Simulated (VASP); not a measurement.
Elastic constants (GPa) of a crystal from PBEsol GGA, VASP's PBE PAW potentials (set 64) (VASP 6.6.1):

|  | xx | yy | zz | yz | xz | xy |
|---|---|---|---|---|---|---|
| xx | 50.6 | 21.8 | 34.0 | 0.0 | -5.4 | 0.0 |
| yy | 21.8 | 79.7 | 34.7 | 0.0 | 7.8 | 0.0 |
| zz | 34.0 | 34.7 | 64.2 | 0.0 | -12.3 | 0.0 |
| yz | 0.0 | 0.0 | 0.0 | 30.4 | 0.0 | 4.6 |
| xz | -5.4 | 7.8 | -12.3 | 0.0 | 20.2 | 0.0 |
| xy | 0.0 | 0.0 | 0.0 | 4.6 | 0.0 | 9.0 |

Tensors are in the Cartesian frame of the cell as typed. Finite-difference elastic constants of metals are sensitive to mesh and smearing; shear constants can be off by tens of GPa.

Question: Work out the Voigt, Reuss and Hill moduli, Young's modulus and Poisson's ratio.

Answer: All eigenvalues are positive (smallest 8.1 GPa), so the crystal is stable. K_V = (C11+C22+C33+2(C12+C13+C23))/9 = (194.5 + 2×90.5)/9 = 41.7 GPa; G_V = (194.5 − 90.5 + 3×59.6)/15 = 18.9 GPa. From the compliances, K_R = 39.1 GPa and G_R = 13.1 GPa. Hill: K = 40.4 GPa, G = 16.0 GPa, E = 9KG/(3K+G) = 42.4 GPa, ν = (3K−2G)/(2(3K+G)) = 0.325. K/G = 2.53, above Pugh's 1.75; universal anisotropy A^U = 2.26.

Question: With a density of 10.09 g/cm³, what are the mean sound speeds?

Answer: v_l = √((K+4G/3)/ρ) = 2.47 km/s and v_t = √(G/ρ) = 1.26 km/s. The crystal is Bi (a7), trigonal.

The compound is Bi in the a7 structure. It was relaxed first.
